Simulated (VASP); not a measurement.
Computed with PBE GGA with D3 dispersion (zero damping), VASP's PBE PAW potentials (set 64) (plane waves; VASP).

VASP input:

POSCAR:
```
BaF2
1
    0.0000000000     3.1270254066     3.1270254066
    3.1270254066     0.0000000000     3.1270254066
    3.1270254066     3.1270254066     0.0000000000
Ba F
1 2
Direct
  0.0000000000   0.0000000000   0.0000000000
  0.2500000000   0.2500000000   0.2500000000
  0.7500000000   0.7500000000   0.7500000000
```

### KPOINTS
```
Automatic mesh
0
Gamma
7 7 7
0 0 0
```

INCAR:
```
IVDW = 11
LMAXMIX = 4   ! l cut-off of mixed one-centre charges
LORBIT = 11   ! lm-projected
LREAL = .FALSE.   ! projection in real space or not
LASPH = .TRUE.   ! aspherical one-centre terms
ISMEAR = -5   ! tetrahedra, Bloechl
ENCUT = 520   ! plane-wave cut-off (eV)
GGA = PE   ! PBE
ALGO = Normal   ! blocked Davidson
LWAVE = .FALSE.
LEFG = .TRUE.
ISIF = 2   ! forces and stress, cell fixed
NELM = 100
PREC = Accurate
SYSTEM = BaF2
LCHARG = .TRUE.
NEDOS = 601
EDIFF = 1E-7   ! SCF stop (eV)
```

POTCAR, in this order: Ba_sv F (PBE.64 set). Program: vasp_std.

What will the output report for the number of irreducible k-points (NKPTS), largest plane-wave count, number of space-group operations, FFT grid (NGX, NGY, NGZ)?

```yaml
number of irreducible k-points (NKPTS): 20
largest_plane_wave_count: 1656
number_of_space_group_operations: 48
FFT grid (NGX, NGY, NGZ): 36 × 36 × 36
```

The compound is BaF2 in the fluorite structure. It was relaxed first.
